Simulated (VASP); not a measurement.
Here is the system:

```
MnSe
1.0
    4.31101     0.00000     0.00000
    0.00000     4.31101     0.00000
    0.00000     0.00000     5.43223
Mn Se
2 2
Cartesian
  2.15550   0.00000   1.28635
  0.00000   2.15550   4.14588
  0.00000   0.00000   0.00000
  2.15550   2.15550   0.00000
```
Starting moments (μB, in the order of the record's atoms Mn Mn Se Se): 4.0 4.0 0.0 0.0.

Calculation: PBEsol GGA, VASP's PBE PAW potentials (set 64) (plane waves; VASP 6.6.1). Numerical set-up: 300 eV cut-off, 3×3×3 Γ-centred mesh, Fermi-Dirac smearing of 0.10 eV, potentials Mn_pv Se.

At this cut-off the stress carries a Pulay error, which pulls relaxed volumes low. The moments were started parallel, and other spin orders were not tried in this run.

**Question.** Predict the cell moment, energy per atom (σ→0), pressure, largest force, band gap (on the k-mesh) with the smallest direct gap where there is one.

**Answer.** 
```yaml
band gap (on the k-mesh): none (metal, semimetal or under 0.01 eV)
cell_moment: 8.17 μB
energy per atom (σ→0): -6.264 eV/atom
pressure: 1.07 GPa
largest_force: 0.169 eV/Å
```

**Question.** Give the moment on each site (PAW-sphere projection).

**Answer.** 
| site | moment (μB) |
|---|---|
| Mn1 | 3.84 |
| Mn2 | 3.84 |
| Se3 | -0.08 |
| Se4 | -0.08 |

Total energies compare only between runs with the same potentials, cut-off and functional.

The structure was generated: MnSe was put into an ordered model structure, which need not be its known phase. The cell was not relaxed at this level. The k-mesh is coarse (spacing up to 0.49 per Å, 2π included), so the numbers may not be converged in it.
